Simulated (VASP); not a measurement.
OSZICAR of a VASP run on AlSi63:

### OSZICAR
```
       N       E                     dE             d eps       ncg     rms          rms(c)
DAV:   1     0.112767784746E+04    0.11277E+04   -0.95043E+04   320   0.113E+03
DAV:   2    -0.198427613681E+03   -0.13261E+04   -0.12574E+04   416   0.202E+02
DAV:   3    -0.344486417873E+03   -0.14606E+03   -0.13932E+03   400   0.597E+01
DAV:   4    -0.349049136336E+03   -0.45627E+01   -0.45374E+01   384   0.126E+01
DAV:   5    -0.349155564769E+03   -0.10643E+00   -0.10616E+00   384   0.216E+00    0.270E+01
RMM:   6    -0.345275159413E+03    0.38804E+01   -0.22192E+00   320   0.233E+00    0.165E+01
RMM:   7    -0.343466876958E+03    0.18083E+01   -0.62226E+00   326   0.401E+00    0.109E+00
RMM:   8    -0.343516525678E+03   -0.49649E-01   -0.68707E-01   320   0.157E+00    0.575E-01
RMM:   9    -0.343520812654E+03   -0.42870E-02   -0.15279E-01   321   0.732E-01    0.514E-01
RMM:  10    -0.343525756045E+03   -0.49434E-02   -0.40425E-02   340   0.383E-01    0.547E-01
RMM:  11    -0.343526573502E+03   -0.81746E-03   -0.75084E-03   347   0.172E-01    0.608E-01
RMM:  12    -0.343533350261E+03   -0.67768E-02   -0.12799E-02   322   0.208E-01    0.648E-01
RMM:  13    -0.343533168608E+03    0.18165E-03   -0.11835E-03   322   0.755E-02    0.872E-01
RMM:  14    -0.343540987098E+03   -0.78185E-02   -0.15876E-02   390   0.126E-01    0.172E+00
RMM:  15    -0.343542961586E+03   -0.19745E-02   -0.10404E-03   341   0.521E-02    0.194E+00
RMM:  16    -0.343535836848E+03    0.71247E-02   -0.59696E-03   385   0.860E-02    0.125E+00
RMM:  17    -0.343533356801E+03    0.24800E-02   -0.59842E-02   517   0.253E-01    0.721E-01
RMM:  18    -0.343532660609E+03    0.69619E-03   -0.43139E-04   320   0.395E-02    0.611E-01
RMM:  19    -0.343531258539E+03    0.14021E-02   -0.66222E-03   431   0.838E-02    0.290E-02
RMM:  20    -0.343531286736E+03   -0.28197E-04   -0.13248E-04   305   0.208E-02    0.108E-01
RMM:  21    -0.343531279835E+03    0.69015E-05   -0.15479E-05   200   0.794E-03
   1 F= -.34353128E+03 E0= -.34349433E+03  d E =-.343531E+03
       N       E                     dE             d eps       ncg     rms          rms(c)
DAV:   1    -0.343737108678E+03   -0.20582E+00   -0.50683E+00   352   0.358E+00    0.105E+00
RMM:   2    -0.343750704744E+03   -0.13596E-01   -0.26442E-01   320   0.103E+00    0.397E-01
RMM:   3    -0.343751832459E+03   -0.11277E-02   -0.43977E-02   320   0.451E-01    0.226E-01
RMM:   4    -0.343752507220E+03   -0.67476E-03   -0.94315E-03   333   0.201E-01    0.114E-01
RMM:   5    -0.343752683443E+03   -0.17622E-03   -0.19900E-03   348   0.866E-02    0.368E-02
RMM:   6    -0.343752716613E+03   -0.33170E-04   -0.32122E-04   333   0.366E-02    0.191E-02
RMM:   7    -0.343752721515E+03   -0.49022E-05   -0.63573E-05   252   0.158E-02
   2 F= -.34375272E+03 E0= -.34371697E+03  d E =-.221442E+00
       N       E                     dE             d eps       ncg     rms          rms(c)
DAV:   1    -0.343761251747E+03   -0.85351E-02   -0.33525E-01   360   0.934E-01    0.258E-01
RMM:   2    -0.343762057567E+03   -0.80582E-03   -0.17063E-02   320   0.266E-01    0.100E-01
RMM:   3    -0.343762129024E+03   -0.71458E-04   -0.29073E-03   320   0.118E-01    0.561E-02
RMM:   4    -0.343762169468E+03   -0.40443E-04   -0.53823E-04   330   0.516E-02    0.300E-02
RMM:   5    -0.343762179035E+03   -0.95674E-05   -0.11729E-04   288   0.225E-02    0.832E-03
RMM:   6    -0.343762180957E+03   -0.19218E-05   -0.18815E-05   208   0.963E-03
   3 F= -.34376218E+03 E0= -.34372674E+03  d E =-.230901E+00
       N       E                     dE             d eps       ncg     rms          rms(c)
DAV:   1    -0.343783234783E+03   -0.21056E-01   -0.40556E-01   344   0.115E+00    0.344E-01
RMM:   2    -0.343784153945E+03   -0.91916E-03   -0.21395E-02   320   0.313E-01    0.123E-01
RMM:   3    -0.343784323899E+03   -0.16995E-03   -0.34566E-03   320   0.142E-01    0.621E-02
RMM:   4    -0.343784373780E+03   -0.49881E-04   -0.72917E-04   338   0.643E-02    0.370E-02
RMM:   5    -0.343784382933E+03   -0.91529E-05   -0.12466E-04   315   0.267E-02    0.107E-02
RMM:   6    -0.343784386025E+03   -0.30921E-05   -0.30456E-05   219   0.124E-02
   4 F= -.34378439E+03 E0= -.34375045E+03  d E =-.222051E-01
       N       E                     dE             d eps       ncg     rms          rms(c)
DAV:   1    -0.343787895230E+03   -0.35123E-02   -0.17382E-01   360   0.750E-01    0.224E-01
RMM:   2    -0.343788303312E+03   -0.40808E-03   -0.91310E-03   320   0.205E-01    0.805E-02
RMM:   3    -0.343788378731E+03   -0.75419E-04   -0.14941E-03   320   0.929E-02    0.404E-02
RMM:   4    -0.343788400949E+03   -0.22218E-04   -0.31366E-04   335   0.422E-02    0.240E-02
RMM:   5    -0.343788405122E+03   -0.41722E-05   -0.55878E-05   264   0.178E-02
   5 F= -.34378841E+03 E0= -.34375564E+03  d E =-.262242E-01
       N       E                     dE             d eps       ncg     rms          rms(c)
DAV:   1    -0.343796154278E+03   -0.77533E-02   -0.15154E-01   344   0.742E-01    0.290E-01
RMM:   2    -0.343795224932E+03    0.92935E-03   -0.86189E-03   320   0.201E-01    0.896E-02
RMM:   3    -0.343795273013E+03   -0.48082E-04   -0.14804E-03   323   0.895E-02    0.398E-02
RMM:   4    -0.343795280422E+03   -0.74089E-05   -0.24702E-04   323   0.402E-02    0.227E-02
RMM:   5    -0.343795285123E+03   -0.47008E-05   -0.66311E-05   304   0.195E-02
   6 F= -.34379529E+03 E0= -.34376631E+03  d E =-.688000E-02
       N       E                     dE             d eps       ncg     rms          rms(c)
DAV:   1    -0.343797603216E+03   -0.23228E-02   -0.10158E-01   360   0.608E-01    0.222E-01
RMM:   2    -0.343797203882E+03    0.39933E-03   -0.56714E-03   320   0.164E-01    0.732E-02
RMM:   3    -0.343797235682E+03   -0.31800E-04   -0.10062E-03   323   0.743E-02    0.328E-02
RMM:   4    -0.343797242137E+03   -0.64547E-05   -0.17094E-04   324   0.334E-02    0.181E-02
RMM:   5    -0.343797245410E+03   -0.32737E-05   -0.44299E-05   254   0.160E-02
   7 F= -.34379725E+03 E0= -.34377185E+03  d E =-.884029E-02
       N       E                     dE             d eps       ncg     rms          rms(c)
DAV:   1    -0.343805389002E+03   -0.81469E-02   -0.19115E-01   344   0.820E-01    0.353E-01
RMM:   2    -0.343803104299E+03    0.22847E-02   -0.98493E-03   320   0.215E-01    0.131E-01
RMM:   3    -0.343802918066E+03    0.18623E-03   -0.22956E-03   320   0.987E-02    0.399E-02
RMM:   4    -0.343802925045E+03   -0.69788E-05   -0.33095E-04   330   0.434E-02    0.243E-02
RMM:   5    -0.343802930661E+03   -0.56159E-05   -0.89680E-05   316   0.215E-02
   8 F= -.34380293E+03 E0= -.34378580E+03  d E =-.568525E-02
       N       E                     dE             d eps       ncg     rms          rms(c)
DAV:   1    -0.343804756795E+03   -0.18318E-02   -0.80477E-02   360   0.535E-01    0.193E-01
RMM:   2    -0.343804380993E+03    0.37580E-03   -0.39191E-03   320   0.139E-01    0.793E-02
RMM:   3    -0.343804316888E+03    0.64105E-04   -0.87508E-04   320   0.648E-02    0.248E-02
RMM:   4    -0.343804323909E+03   -0.70211E-05   -0.13815E-04   329   0.285E-02    0.154E-02
RMM:   5    -0.343804326248E+03   -0.23389E-05   -0.32394E-05   225   0.135E-02
   9 F= -.34380433E+03 E0= -.34379269E+03  d E =-.708084E-02
       N       E                     dE             d eps       ncg     rms          rms(c)
DAV:   1    -0.343808341499E+03   -0.40176E-02   -0.27652E-01   336   0.944E-01    0.312E-01
RMM:   2    -0.343807973777E+03    0.36772E-03   -0.11214E-02   320   0.238E-01    0.144E-01
RMM:   3    -0.343807642088E+03    0.33169E-03   -0.24935E-03   320   0.111E-01    0.404E-02
RMM:   4    -0.343807663357E+03   -0.21269E-04   -0.37493E-04   330   0.471E-02    0.266E-02
RMM:   5    -0.343807668434E+03   -0.50774E-05   -0.75825E-05   302   0.212E-02
  10 F= -.34380767E+03 E0= -.34380334E+03  d E =-.334219E-02
       N       E                     dE             d eps       ncg     rms          rms(c)
DAV:   1    -0.343807837400E+03   -0.17404E-03   -0.71449E-03   352   0.154E-01    0.494E-02
RMM:   2    -0.343807839782E+03   -0.23821E-05   -0.29011E-04   320   0.379E-02    0.210E-02
RMM:   3    -0.343807835372E+03    0.44098E-05   -0.49683E-05   282   0.166E-02    0.539E-03
RMM:   4    -0.343807835704E+03   -0.33196E-06   -0.69398E-06   180   0.680E-03
  11 F= -.34380784E+03 E0= -.34380256E+03  d E =-.350946E-02
       N       E                     dE             d eps       ncg     rms          rms(c)
DAV:   1    -0.343809586382E+03   -0.17510E-02   -0.68807E-02   344   0.474E-01    0.148E-01
RMM:   2    -0.343809716542E+03   -0.13016E-03   -0.31912E-03   320   0.127E-01    0.606E-02
RMM:   3    -0.343809709689E+03    0.68523E-05   -0.56491E-04   320   0.578E-02    0.206E-02
RMM:   4    -0.343809717356E+03   -0.76668E-05   -0.10735E-04   331   0.256E-02    0.138E-02
RMM:   5    -0.343809718233E+03   -0.87684E-06   -0.19476E-05   195   0.110E-02
  12 F= -.34380972E+03 E0= -.34380319E+03  d E =-.188253E-02
```

Question: Which electronic solver shows in the log?

Answer: It is blocked Davidson (ALGO = Normal, or the opening steps of other solvers) and then RMM-DIIS (ALGO = Fast or VeryFast). The INCAR had ALGO = Fast.

Question: Can the final energy be trusted as converged?

Answer: The calculation finished and met its thresholds. It stopped with EDIFF = 1E-5, NELM = 100, NSW = 60 and EDIFFG = -0.03 after 12 ionic steps (PBE GGA, plane waves, VASP's PBE PAW potentials (set 64)). The cell is charged, with a uniform compensating background. The supercell is sampled at Γ alone, which is coarse: total energies, pressure and levels can be off, energies of defects by several tenths of an eV.

The cell is a supercell with a defect, built from Si (diamond): Al_Si, charge +1. The run is not spin-polarised, so no state with unpaired spins was tried.
